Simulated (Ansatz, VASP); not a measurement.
# Cross-check of Al3SiCN3 between VASP and Ansatz

Aim: how closely do two programs agree when they are given the same cell, functional and k mesh? The cell is generated by rule, not measured, and may not be a known phase. The cell is taken from a series of runs on this material, whose earlier steps may have relaxed, scaled, displaced or heated it; both programs get it as it stands.

Main program and level: Ansatz 0.2.0; plane waves, with VASP 6.6.1 beside it; relaxation of cell and atoms at PBEsol.

The structure was built from a prototype and need not be the compound's stable phase.

## Step 1: The structure

It takes space group Pmm2 (No. 25, orthorhombic). Conventional cell: a = 3.094 Å, b = 3.094 Å, c = 8.750 Å, α = 90.00°, β = 90.00°, γ = 90.00°. Nearest to Al lie 2 C at 1.89 Å and 2 N at 1.89 Å. Nearest to Al lie 4 N at 1.89 Å. Nearest to C lie 2 Al at 1.89 Å and 2 Si at 1.89 Å. N has 4 Al at 1.89 Å nearest. Nearest to N lie 4 Al at 1.89 Å. Farther neighbours and most contacts between anions are not listed.

## Step 2: VASP: relaxation of cell and atoms, PBEsol, pair 1

The relaxed volume is the usual yardstick between codes: in a stiff, nearly cubic crystal its relative difference is about their pressure difference at one cell divided by the bulk modulus.

Lines of VASP's logs that name or quote its potential files are left out, and so is its time.

The input, INCAR:

```
SYSTEM = Al3SiCN3
PREC = Accurate
ENCUT = 600
EDIFF = 1E-07
NELM = 120
ISMEAR = 0
SIGMA = 0.1
LREAL = .FALSE.
ALGO = Normal
GGA = PS
NBANDS = 24
LORBIT = 11
LWAVE = .FALSE.
LCHARG = .FALSE.
ISIF = 3
IBRION = 2
NSW = 80
EDIFFG = -0.005
LASPH = .TRUE.
GGA_COMPAT = .FALSE.
NELMIN = 4
EFERMI = MIDGAP
KPAR = 2
```

The input, POSCAR:

```
Al3SiCN3
1.0
    2.1875000000      2.1875000000      0.0000000000
   -2.1875000000      2.1875000000      0.0000000000
    0.0000000000      0.0000000000      8.7500000000
Al C N Si
3 1 3 1
Direct
    0.5000000000      0.5000000000      0.2500000000
    0.0000000000      0.0000000000      0.5000000000
    0.5000000000      0.5000000000      0.7500000000
    0.5000000000      0.0000000000      0.1250000000
    0.0000000000      0.5000000000      0.3750000000
    0.5000000000      0.0000000000      0.6250000000
    0.0000000000      0.5000000000      0.8750000000
    0.0000000000      0.0000000000      0.0000000000
```

The input, KPOINTS:

```
Automatic mesh
0
Gamma
6 6 2
0 0 0
```

The projector-augmented-wave data sets are Al, C, N and Si (PBE family, release 64).

Command:

```sh
$ mpirun -np 2 vasp_std
```

Numbers of over 12 decimals in the logs are rounded to 6 here.

Output:

```text
[banner, memory and clock lines left out]
running    2 mpi-ranks, on    1 nodes
 distrk:  each k-point on    1 cores,    2 groups
 distr:  one band on    1 cores,    1 groups

 POSCAR found type information on POSCAR AlC N Si
 POSCAR found :  4 types and       8 ions
|                                                                             |
|               ----> ADVICE to this user running VASP <----                  |
|                                                                             |
|     You enforced a specific xc type in the INCAR file but a different       |
|     [... a line on the potential file left out ...]
|     I HOPE YOU KNOW WHAT YOU ARE DOING!                                     |
|                                                                             |

 LDA part: xc-table for (Slater+PW92), standard interpolation
 POSCAR, INCAR and KPOINTS ok, starting setup
 FFT: planning ... GRIDC
 FFT: planning ... GRID_SOFT
 FFT: planning ... GRID
 WAVECAR not read
 entering main loop
       N       E                     dE             d eps       ncg     rms          rms(c)
DAV:   1     0.115134330636E+03    0.11513E+03   -0.16070E+04  1536   0.133E+03
DAV:   2    -0.607306416697E+02   -0.17586E+03   -0.16491E+03  2064   0.252E+02
DAV:   3    -0.705258220230E+02   -0.97952E+01   -0.97418E+01  2048   0.631E+01
DAV:   4    -0.706294303877E+02   -0.10361E+00   -0.10356E+00  1888   0.736E+00
DAV:   5    -0.706310121247E+02   -0.15817E-02   -0.15815E-02  2024   0.882E-01    0.167E+01
DAV:   6    -0.618582265490E+02    0.87728E+01   -0.28446E+01  1960   0.298E+01    0.666E+00
DAV:   7    -0.618102186109E+02    0.48008E-01   -0.20987E+00  2024   0.864E+00    0.389E+00
DAV:   8    -0.617437081855E+02    0.66510E-01   -0.15718E-01  1952   0.267E+00    0.147E+00
DAV:   9    -0.617275589162E+02    0.16149E-01   -0.22301E-02  2016   0.119E+00    0.243E-01
DAV:  10    -0.617279776684E+02   -0.41875E-03   -0.62545E-03  1920   0.465E-01    0.171E-01
DAV:  11    -0.617279792712E+02   -0.16028E-05   -0.43658E-04  2008   0.160E-01    0.887E-02
DAV:  12    -0.617280185754E+02   -0.39304E-04   -0.13326E-04  1968   0.831E-02    0.128E-02
DAV:  13    -0.617280157618E+02    0.28136E-05   -0.13640E-05  2040   0.312E-02    0.591E-03
DAV:  14    -0.617280159438E+02   -0.18201E-06   -0.37444E-06  1944   0.129E-02    0.338E-03
DAV:  15    -0.617280159109E+02    0.32889E-07   -0.17901E-07  1576   0.303E-03
   1 F= -.61728016E+02 E0= -.61728015E+02  d E =-.617280E+02
[... from here on, the cycles between the ionic steps are left out ...]
   2 F= -.61683738E+02 E0= -.61683738E+02  d E =0.442782E-01
   3 F= -.61974312E+02 E0= -.61974312E+02  d E =-.246296E+00
   4 F= -.61998520E+02 E0= -.61998520E+02  d E =-.242084E-01
   5 F= -.61998549E+02 E0= -.61998549E+02  d E =-.242374E-01
   6 F= -.62003873E+02 E0= -.62003873E+02  d E =-.532394E-02
   7 F= -.62005315E+02 E0= -.62005315E+02  d E =-.676521E-02
   8 F= -.62005322E+02 E0= -.62005322E+02  d E =-.775297E-05
   9 F= -.62005801E+02 E0= -.62005801E+02  d E =-.486579E-03
  10 F= -.62005804E+02 E0= -.62005804E+02  d E =-.253432E-05
 trial-energy change:   -0.000003  1 .order   -0.000002   -0.000026    0.000021
 step:   0.5255(harm=  0.5255)  dis= 0.00041  next Energy=   -62.005808 (dE=-0.718E-05)
 bond charge predicted
       N       E                     dE             d eps       ncg     rms          rms(c)
DAV:   1    -0.620058089506E+02   -0.52826E-05   -0.34097E-04  1656   0.121E-01    0.445E-03
DAV:   2    -0.620058087552E+02    0.19544E-06   -0.74512E-06  2048   0.184E-02    0.318E-03
DAV:   3    -0.620058084150E+02    0.34017E-06   -0.71951E-07  2016   0.726E-03    0.124E-03
DAV:   4    -0.620058083876E+02    0.27432E-07   -0.21912E-07  1672   0.343E-03
  11 F= -.62005808E+02 E0= -.62005808E+02  d E =-.724950E-05
 curvature:  -0.27 expect dE=-0.543E-06 dE for cont linesearch -0.286E-09
 trial: gam= 0.08010 g(F)=  0.179E-05 g(S)=  0.245E-06 ort =-0.172E-06 (trialstep = 0.867E+00)
 search vector abs. value=  0.219E-05
 reached required accuracy - stopping structural energy minimisation
```

OUTCAR, selected parts (step 2):

```text
ion  position               nearest neighbor table
   1  0.500  0.500  0.250-   4 1.89   5 1.89   4 1.89   5 1.89   2 3.09   2 3.09   8 3.09   2 3.09
                             8 3.09   8 3.09   2 3.09   8 3.09
   2  0.000  0.000  0.500-   5 1.89   6 1.89   5 1.89   6 1.89   1 3.09   3 3.09   1 3.09   1 3.09
                             3 3.09   3 3.09   1 3.09   3 3.09
   3  0.500  0.500  0.750-   6 1.89   7 1.89   6 1.89   7 1.89   2 3.09   2 3.09   8 3.09   2 3.09
                             8 3.09   8 3.09   2 3.09   8 3.09
   4  0.500  0.000  0.125-   1 1.89   8 1.89   1 1.89   8 1.89
   5  0.000  0.500  0.375-   1 1.89   2 1.89   2 1.89   1 1.89
   6  0.500  0.000  0.625-   2 1.89   3 1.89   3 1.89   2 1.89
   7  0.000  0.500  0.875-   3 1.89   8 1.89   8 1.89   3 1.89
   8  0.000  0.000  0.000-   4 1.89   7 1.89   7 1.89   4 1.89   1 3.09   3 3.09   1 3.09   1 3.09
                             3 3.09   3 3.09   1 3.09   3 3.09

  LATTYP: Found a simple tetragonal cell.
 ALAT       =     3.0935921677
 C/A-ratio  =     2.8284271247

 Subroutine GETGRP returns: Found  4 space group operations
 (whereof  4 operations were pure point group operations)

The static configuration has the point symmetry C_2v.

 Found     32 irreducible k-points:

   k-points           NKPTS =     32   k-points in BZ     NKDIM =     32   number of bands    NBANDS=     24

   dimension x,y,z NGX =    28 NGY =   28 NGZ =   70
   dimension x,y,z NGXF=    56 NGYF=   56 NGZF=  140

   ENCUT  =  600.0 eV  44.10 Ry    6.64 a.u.   6.18  6.18 17.48*2*pi/ulx,y,z

   NELECT =      32.0000    total number of electrons

 k-points in reciprocal lattice and weights: Automatic mesh
   0.00000000  0.00000000  0.00000000       0.014
   0.16666667  0.00000000  0.00000000       0.028
   0.00000000  0.16666667  0.00000000       0.028
   0.33333333  0.00000000  0.00000000       0.028
   0.00000000  0.33333333  0.00000000       0.028
   0.50000000  0.00000000  0.00000000       0.014
   0.00000000  0.50000000  0.00000000       0.014
   0.16666667  0.16666667  0.00000000       0.056
   0.33333333  0.16666667  0.00000000       0.056
[...]
-0.33333333  0.50000000  0.50000000       0.028
   0.50000000  0.50000000  0.50000000       0.014

 average (electrostatic) potential at core
       1 -70.6526       2 -71.2086       3 -71.5546       4 -44.8160       5 -59.6952
       6 -60.0644       7 -60.7618       8 -81.2781

 E-fermi :   8.4495

 k-point     1 :       0.0000    0.0000    0.0000
  band No.  band energies     occupation
    ...
     12       5.3763      2.00000
     13       5.4199      2.00000
     14       6.3580      2.00000
     15       6.3978      2.00000
     16       7.4855      2.00000
     17       8.8137      0.00000
     18      10.4344      0.00000
     19      11.7694      0.00000
     20      12.3766      0.00000
     21      13.1518      0.00000
    ...

 k-point     2 :       0.1667    0.0000    0.0000
  band No.  band energies     occupation
    ...
     12       5.0160      2.00000
     13       5.1883      2.00000
     14       5.4569      2.00000
     15       6.1551      2.00000
     16       7.6157      2.00000
     17       9.7019      0.00000
     18      11.3433      0.00000
     19      12.2474      0.00000
     20      13.5115      0.00000
     21      14.1163      0.00000
    ...

 k-point     3 :       0.0000    0.1667    0.0000
  band No.  band energies     occupation
    ...
     12       4.9541      2.00000
     13       5.5262      2.00000
     14       6.0739      2.00000
     15       6.3863      2.00000
     16       6.3936      2.00000
     17       9.8553      0.00000
     18      11.4135      0.00000
     19      12.4817      0.00000
     20      12.9751      0.00000
     21      14.2557      0.00000
    ...

  Total       -0.0021811     -0.0021811      0.0032188      0.0032262      0.0000000      0.0000000
  in kB       -0.0417017     -0.0417017      0.0615425      0.0616843      0.0000000      0.0000000
  external PRESSURE =      -0.0072870 kB  Pullay stress =       0.0000000 kB

  energy-cutoff  :      600.00
  volume of cell :       83.80
      direct lattice vectors                 reciprocal lattice vectors
     2.188149864  2.188149864  0.000000000     0.228503545  0.228503545  0.000000000
    -2.191283684  2.191283684  0.000000000    -0.228176755  0.228176755  0.000000000
     0.000000000  0.000000000  8.738154494     0.000000000  0.000000000  0.114440641

 POSITION                                       TOTAL-FORCE (eV/Angst)
 -----------------------------------------------------------------------------------
     -0.00157      2.18972      2.17872         0.000000     -0.000000      0.001316
     -0.00000      0.00000      4.37341        -0.000000      0.000000      0.003667
     -0.00157      2.18972      6.55730         0.000000     -0.000000     -0.000449
      1.09407      1.09407      0.96882         0.000000     -0.000000      0.002577
     -1.09564      1.09564      3.31522         0.000000     -0.000000     -0.001263
      1.09407      1.09407      5.50059        -0.000000      0.000000     -0.002993
     -1.09564      1.09564      7.67342         0.000000     -0.000000     -0.001920
     -0.00000      0.00000      0.01606         0.000000      0.000000     -0.000934
 -----------------------------------------------------------------------------------
    total drift:                                0.000000     -0.000000     -0.000295

  FREE ENERGIE OF THE ION-ELECTRON SYSTEM (eV)
  ---------------------------------------------------
  free  energy   TOTEN  =       -62.0058083876 eV

  energy  without entropy=      -62.0058083828  energy(sigma->0) =      -62.00580839

 reached required accuracy - stopping structural energy minimisation

 total charge
# of ion       s       p       d       tot
------------------------------------------
    1        0.380   0.452   0.000   0.832
    2        0.370   0.445   0.000   0.815
    3        0.374   0.449   0.000   0.823
    4        0.837   1.719   0.000   2.556
    5        1.215   2.607   0.000   3.822
    6        1.215   2.613   0.000   3.829
    7        1.214   2.596   0.000   3.810
    8        0.699   0.922   0.000   1.620
--------------------------------------------------
tot          6.305  11.802   0.000  18.107

[... 3 further parts left out ...]
```

CONTCAR:

```
Al3SiCN3
   1.00000000000000
     2.1881498637528805    2.1881498637528805    0.0000000000000000
    -2.1912836835978506    2.1912836835978506    0.0000000000000000
     0.0000000000000000    0.0000000000000000    8.7381544942405096
  Al              C               N               Si
     3     1     3     1
Direct
     0.5000000000000000    0.5000000000000000    0.2493346775932169
     0.0000000000000000    0.0000000000000000    0.5004957248891865
     0.5000000000000000    0.5000000000000000    0.7504211265603629
     0.5000000000000000    0.0000000000000000    0.1108725066603058
     0.0000000000000000    0.5000000000000000    0.3793955804613089
     0.5000000000000000    0.0000000000000000    0.6294905620021336
     0.0000000000000000    0.5000000000000000    0.8781513957558220
     0.0000000000000000    0.0000000000000000    0.0018384260776635
```

The run keeps the 4 symmetry operations of its start, so it cannot find a distortion of lower symmetry.

(Part 1 of 3 ends here.)

[Lines on the potential files, build, host, timing and source positions are cut from VASP's logs without a mark.]

[Logs are printed without paths, hosts, clocks, repeated set-up lines and the standing remarks that a program may print on its own settings, such as how far it seeks lower states.]

[Hosts, paths, dates, database ids (printed as entryN), source tags and the programs' standing remarks are cut or masked in the printed files.]
